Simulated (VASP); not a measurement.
Given:

```yaml
crystal:
  lattice:
    - [0.00000, 2.34528, 2.34528]
    - [2.34528, 0.00000, 2.34528]
    - [2.34528, 2.34528, 0.00000]
  atoms:
    - { symbol: Li, position: [0.25000, 0.25000, 0.25000] }
    - { symbol: Li, position: [0.75000, 0.75000, 0.75000] }
    - { symbol: O, position: [0.00000, 0.00000, 0.00000] }
```

Calculation: RPBE GGA, VASP's PBE PAW potentials (set 64) (plane waves; VASP 6.6.1). Run with 520 eV cut-off, 7×7×7 Γ-centred mesh, Gaussian smearing of 0.050 eV, potentials Li_sv O.

Task: What does the run give for the energy per atom (σ→0), band gap (on the k-mesh) with the smallest direct gap where there is one?

Result: 
- band gap (on the k-mesh): 5.05 eV
- smallest direct gap (on the k-mesh): 5.05 eV
- energy per atom (σ→0): -4552 meV/atom

Total energies compare only between runs with the same potentials, cut-off and functional.

The compound is Li2O in the antifluorite structure. It was relaxed first. The start is the result of an earlier pass.
